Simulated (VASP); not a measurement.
Energy against volume of NiAl (CsCl type). All values below come from PBE GGA with D3 dispersion (zero damping), VASP's PBE PAW potentials (set 64) (plane waves; VASP).

```json
[
 {"V (Å³/atom)": "11.006", "E (eV/atom)": "-5.57434"},
 {"V (Å³/atom)": "11.357", "E (eV/atom)": "-5.59257"},
 {"V (Å³/atom)": "11.709", "E (eV/atom)": "-5.59765"},
 {"V (Å³/atom)": "12.060", "E (eV/atom)": "-5.59155"},
 {"V (Å³/atom)": "12.411", "E (eV/atom)": "-5.57600"}
]
```

**Question.** Fit a third-order Birch-Murnaghan equation of state.

**Answer.** 
The volume per atom comes out as 11.68 Å³/atom. The bulk modulus comes out as 171 GPa, the pressure derivative of the bulk modulus is 4.46 and the lattice constant a is 2.859 Å.

Measured: bulk modulus 156 GPa (computed value off by +9.6 %), as given by Yamada et al., (2019), arXiv:1910.09660; a 2.882 Å at 0 K (computed value off by -0.8 %), as given by H. Levämäki et al., Physical Review B (2014), arXiv:1402.3671 [extrapolated to 0 K, zero-point anharmonic expansion removed (Haas, Tran, Blaha 2009)]. The calculation is for a static lattice, while the measured bulk modulus holds thermal and zero-point effects, which are part of the difference.

The compound is NiAl in the CsCl type structure. It was relaxed first. The run is not spin-polarised, so no magnetic state was tried.
